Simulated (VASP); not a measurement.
All values below come from r2SCAN meta-GGA, VASP's PBE PAW potentials (set 64) (plane waves; VASP).

The input files of a VASP run:

INCAR:
```
ALGO  =  Normal
EDIFF  =  1E-7
ENCUT  =  480
ISIF  =  2
ISMEAR  =  0
LASPH  =  T
LCHARG  =  F
LMAXMIX  =  4
LMIXTAU  =  T
LREAL  =  F
LWAVE  =  F
METAGGA  =  R2SCAN
NELM  =  100
PREC  =  Accurate
SIGMA  =  0.05
SYSTEM  =  SnTe
```

File KPOINTS:
```
Regular mesh
0
G
 8 8 8
```

File POSCAR:
```
SnTe
1.0
  0.0000000000   3.1840732730   3.1840732730
  3.1840732730   0.0000000000   3.1840732730
  3.1840732730   3.1840732730   0.0000000000
Sn Te
1 1
Cartesian
  0.0000000000   0.0000000000  -0.0999999999
  3.1840732730   3.1840732730   3.1840732730
```

POTCAR, in this order: Sn_d Te (PBE.64 set). Program: vasp_std.

Output of the run:

File OUTCAR:
```
 ion  position               nearest neighbor table
   1  0.984  0.984  0.016-   2 3.08   2 3.19   2 3.19   2 3.19   2 3.19   2 3.28
   2  0.500  0.500  0.500-   1 3.08   1 3.19   1 3.19   1 3.19   1 3.19   1 3.28
  LATTYP: Found a face centered cubic cell.
 ALAT       =     6.3681465460
 Subroutine PRICEL returns:
 Original cell was already a primitive cell.
 Subroutine GETGRP returns: Found  8 space group operations
The static configuration has the point symmetry C_4v.
The dynamic configuration has the point symmetry C_4v.
 Subroutine INISYM returns: Found  8 space group operations
 Subroutine IBZKPT returns following result:
 Found     59 irreducible k-points:

 Following reciprocal coordinates:
            Coordinates               Weight
  0.000000  0.000000  0.000000      1.000000
  0.125000  0.000000  0.000000      8.000000
  0.250000  0.000000  0.000000      8.000000
  0.375000  0.000000  0.000000      8.000000
  0.500000  0.000000  0.000000      4.000000
  0.125000  0.125000  0.000000      2.000000
  0.000000  0.125000  0.125000      4.000000
  0.250000  0.125000  0.000000      8.000000
  0.000000  0.250000  0.125000     16.000000
  0.375000  0.125000  0.000000      8.000000
  0.000000  0.375000  0.125000     16.000000
  0.500000  0.125000  0.000000      8.000000
  0.000000  0.500000  0.125000     16.000000
 -0.375000  0.125000  0.000000      8.000000
  0.000000 -0.375000  0.125000     16.000000
 -0.250000  0.125000  0.000000      8.000000
  0.000000 -0.250000  0.125000     16.000000
 -0.125000  0.125000  0.000000      4.000000
  0.000000 -0.125000  0.125000      8.000000
  0.250000  0.250000  0.000000      2.000000
  0.000000  0.250000  0.250000      4.000000
  0.375000  0.250000  0.000000      8.000000
  0.000000  0.375000  0.250000     16.000000
  0.500000  0.250000  0.000000      8.000000
  0.000000  0.500000  0.250000     16.000000
 -0.375000  0.250000  0.000000      8.000000
  0.000000 -0.375000  0.250000     16.000000
 -0.250000  0.250000  0.000000      4.000000
  0.000000 -0.250000  0.250000      8.000000
  0.375000  0.375000  0.000000      2.000000
  0.000000  0.375000  0.375000      4.000000
  0.500000  0.375000  0.000000      8.000000
  0.000000  0.500000  0.375000     16.000000
 -0.375000  0.375000  0.000000      4.000000
  0.000000 -0.375000  0.375000      8.000000
  0.500000  0.500000  0.000000      1.000000
  0.000000  0.500000  0.500000      2.000000
  0.375000  0.250000  0.125000      8.000000
  0.125000  0.375000  0.250000      8.000000
  0.250000  0.125000  0.375000      8.000000
   k-points           NKPTS =     59   k-points in BZ     NKDIM =     59   number of bands    NBANDS=     14
   number of dos      NEDOS =    301   number of ions     NIONS =      2
   total plane-waves  NPLWV =  32768
   dimension x,y,z NGX =    32 NGY =   32 NGZ =   32
   dimension x,y,z NGXF=    64 NGYF=   64 NGZF=   64
   ions per type =               1   1
   PREC   = accura    normal or accurate (medium, high low for compatibility)
   ISTART =      0    job   : 0-new  1-cont  2-samecut
   ICHARG =      2    charge: 1-file 2-atom 10-const
   ISPIN  =      1    spin polarized calculation?
   LNONCOLLINEAR =      F non collinear calculations
   LSORBIT =      F    spin-orbit coupling
   INIWAV =      1    electr: 0-lowe 1-rand  2-diag
   ENCUT  =  480.0 eV  35.28 Ry    5.94 a.u.   8.04  8.04  8.04*2*pi/ulx,y,z
   NELM   =    100;   NELMIN=  2; NELMDL= -5     # of ELM steps
   EDIFF  = 0.1E-06   stopping-criterion for ELM
   LREAL  =      F    real-space projection
   NLSPLINE    = F    spline interpolate recip. space projectors
   LMAXMIX     =    4 max onsite mixed and CHGCAR
...
```

### OSZICAR
```
       N       E                     dE             d eps       ncg     rms          rms(c)
DAV:   1     0.755713291582E+02    0.75571E+02   -0.95606E+03  1658   0.158E+03
DAV:   2    -0.436177374060E+02   -0.11919E+03   -0.11733E+03  1766   0.363E+02
DAV:   3    -0.535331175945E+02   -0.99154E+01   -0.98503E+01  2144   0.995E+01
DAV:   4    -0.537819337528E+02   -0.24882E+00   -0.24876E+00  1852   0.173E+01
DAV:   5    -0.537930898240E+02   -0.11156E-01   -0.11156E-01  2416   0.343E+00    0.439E+00
DAV:   6    -0.506063012586E+02    0.31868E+01   -0.92038E-01  2000   0.161E+01    0.337E+00
DAV:   7    -0.505146413450E+02    0.91660E-01   -0.77374E-01  1658   0.924E+00    0.101E+00
DAV:   8    -0.506377984864E+02   -0.12316E+00   -0.62216E-01  1652   0.618E+00    0.513E-01
DAV:   9    -0.506695897206E+02   -0.31791E-01   -0.22021E-02  1886   0.114E+00    0.502E-01
DAV:  10    -0.506584998711E+02    0.11090E-01   -0.58763E-03  1832   0.532E-01    0.676E-01
DAV:  11    -0.506859913855E+02   -0.27492E-01   -0.96537E-02  1652   0.216E+00    0.162E-01
DAV:  12    -0.506879454853E+02   -0.19541E-02   -0.51217E-03  1802   0.546E-01    0.122E-01
DAV:  13    -0.506864977429E+02    0.14477E-02   -0.10062E-03  1826   0.274E-01    0.239E-01
DAV:  14    -0.506883318953E+02   -0.18342E-02   -0.35553E-03  1652   0.580E-01    0.366E-02
DAV:  15    -0.506883890627E+02   -0.57167E-04   -0.11430E-04  1946   0.877E-02    0.138E-02
DAV:  16    -0.506883941400E+02   -0.50773E-05   -0.36299E-06  1850   0.199E-02    0.772E-03
DAV:  17    -0.506884018369E+02   -0.76969E-05   -0.54459E-06  1748   0.285E-02    0.443E-03
DAV:  18    -0.506884107909E+02   -0.89539E-05   -0.17005E-05  1676   0.487E-02    0.322E-03
DAV:  19    -0.506884103750E+02    0.41583E-06   -0.74050E-07  1808   0.977E-03    0.352E-03
DAV:  20    -0.506884106120E+02   -0.23701E-06   -0.46110E-08  1072   0.290E-03    0.295E-03
DAV:  21    -0.506884107379E+02   -0.12582E-06   -0.16055E-07  1024   0.540E-03    0.858E-04
DAV:  22    -0.506884110083E+02   -0.27046E-06   -0.53221E-08   868   0.212E-03    0.339E-04
DAV:  23    -0.506884109736E+02    0.34705E-07   -0.60624E-09   850   0.831E-04
   1 F= -.50688411E+02 E0= -.50688411E+02  d E =-.973792E-07
```

### OUTCAR
```
------------------------ aborting loop because EDIFF is reached ----------------------------------------
  FORCE on cell =-STRESS in cart. coord.  units (eV):
  Direction    XX          YY          ZZ          XY          YZ          ZX
  --------------------------------------------------------------------------------------
  Total        0.0626797      0.0626797      0.1421285      0.0000000      0.0000000      0.0000000
  in kB        1.5554586      1.5554586      3.5270568      0.0000000      0.0000000      0.0000000
  external PRESSURE =       2.2126580 kB  Pullay stress =       0.0000000 kB
  volume of cell :       64.56
      direct lattice vectors                 reciprocal lattice vectors
     0.000000000  3.184073273  3.184073273    -0.157031562  0.157031562  0.157031562
     3.184073273  0.000000000  3.184073273     0.157031562 -0.157031562  0.157031562
     3.184073273  3.184073273  0.000000000     0.157031562  0.157031562 -0.157031562
 POSITION                                       TOTAL-FORCE (eV/Angst)
 -----------------------------------------------------------------------------------
      3.18407      3.18407      6.26815         0.000000      0.000000     -0.040602
      3.18407      3.18407      3.18407         0.000000      0.000000      0.040602
 -----------------------------------------------------------------------------------
    total drift:                               -0.000009     -0.000009     -0.000216
  FREE ENERGIE OF THE ION-ELECTRON SYSTEM (eV)
  ---------------------------------------------------
  free  energy   TOTEN  =       -50.6884109736 eV

  energy  without entropy=      -50.6884108762  energy(sigma->0) =      -50.68841092
```
(Selected blocks of OUTCAR.)

The compound is SnTe in the rock salt structure, which distorts at low temperature. This cell was strained or had an atom moved on purpose.
